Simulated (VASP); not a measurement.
Energy against volume of PbS (rock salt). These are RPBE GGA, VASP's PBE PAW potentials (set 64) (plane waves; VASP) values and carry that method's errors. Numerical set-up: 520 eV cut-off, 8×8×8 Γ-centred mesh, Gaussian smearing of 0.050 eV, potentials Pb_d S.

| V (Å³/atom) | E (eV/atom) |
|---|---|
| 27.228 | -4.05042 |
| 28.070 | -4.05485 |
| 28.912 | -4.05176 |
| 29.754 | -4.04229 |

Problem. Fit these four points and predict the energy of the run at 26.386 Å³/atom.

Solution. A cubic in V^(−2/3), the third-order Birch-Murnaghan form, passes through the four points with V0 = 28.12 Å³/atom and B0 = 47 GPa, and gives -4.0371 eV/atom there. The run gave -4.0372 eV/atom, -0.0 meV/atom from the fit; all five points give B0 = 47 GPa.

The compound is PbS in the rock salt structure. It was relaxed first, which changed the volume by +7 %.
